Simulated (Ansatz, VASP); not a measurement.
# Two plane-wave programs on NbTe

File POSCAR:

```
NbTe
1.0
    3.7029743866      0.0000000000      0.0000000000
   -1.8514871933      3.2068698884      0.0000000000
    0.0000000000      0.0000000000      3.6942110000
Te Nb
1 1
Direct
    0.6666666667      0.3333333333      0.0000000000
    0.0000000000      0.0000000000      0.5000000000
```

File INCAR.step1:

```
  PREC = Accurate
  ENCUT = 520
  EDIFF = 1E-5
  ISMEAR = -1
  SIGMA = 0.05
  LREAL = False
  LASPH = True
  NELM = 80
  ALGO = Normal
  ISIF = 2
  LWAVE = True
  NBANDS = 16
  GGA = PE
```

File INCAR.step2:

```
  PREC = Accurate
  ENCUT = 520
  EDIFF = 1E-6
  ISMEAR = -1
  SIGMA = 0.05
  LREAL = False
  LASPH = True
  NELM = 80
  ALGO = Normal
  ISIF = 2
  LWAVE = False
  LCHARG = False
  GGA = PE
  LHFCALC = True
  HFSCREEN = 0.2
  AEXX = 0.25
  PRECFOCK = Fast
  NBANDS = 16
  ISTART = 1
```

KPOINTS

```
Automatic mesh
0
Gamma
  4 4 4
```

The input input.yaml:

```yaml
crystal:
  lattice:
    - [3.7029743866, 0.0, 0.0]
    - [-1.8514871933, 3.2068698884, 0.0]
    - [0.0, 0.0, 3.694211]
  atoms:
    - { symbol: Te, position: [0.6666666667, 0.3333333333, 0.0] }
    - { symbol: Nb, position: [0.0, 0.0, 0.5] }
hamiltonian:
  xc: { exchange: pbe, correlation: pbe, exx: { coeff: 0.25, omega: 0.2 } }
  pseudopotentials: { kind: paw }
kpoints:
  mp_grid: { grid: [4, 4, 4] }
scf:
  occupations: { method: fermi_dirac, width: 0.05 }
output:
  forces: true
  stress: true
  eigenvalues: true
  write_density: true
  write_potential: true
  elf: true
  volumetric_format: npy
```

The cell comes from a database or a generator and needn't be the stable form of this composition.

Alike in both runs: task single point; functional HSE(alpha, omega); k mesh 4 × 4 × 4; occupations fermi-dirac, width 0.05 eV; no spin polarisation.

|  | VASP | Ansatz |
| --- | --- | --- |
| version | VASP 6.6.1 | Ansatz 0.2.0 |
| potentials or method | VASP PAW PBE potentials, release 64 (Te, Nb_sv) | Ansatz PAW |
| plane-wave cutoff (eV) | 520 | 420 |
| valence electrons in the cell | 19 | 29 |

|  | VASP | Ansatz | Ansatz less VASP |
| --- | --- | --- | --- |
| gap on the k mesh at the Fermi level (eV) | none | none | - |
| pressure (GPa) | -5.6 | -5.1 | +0.56 |
| largest component of the traceless stress (GPa) | 2.62 | 2.49 | -0.129 |

A gap of «none» marks a metal or a gap that the smearing closes. The two sets of potentials don't hold the same shells in valence.

Caveats: the k mesh is coarse (spacing up to 0.49 Å⁻¹), so the values aren't converged, least of all with exact exchange; the PAW data sets were made with another functional, which shifts forces and pressure a little (VASP); the PAW data sets come from PBE, with cores solved anew for the run's functional, which leaves a small shift of forces and pressure (Ansatz); the thresholds are loose for stress (Ansatz). The runs have no spin-orbit coupling, so splittings on Te are missing.
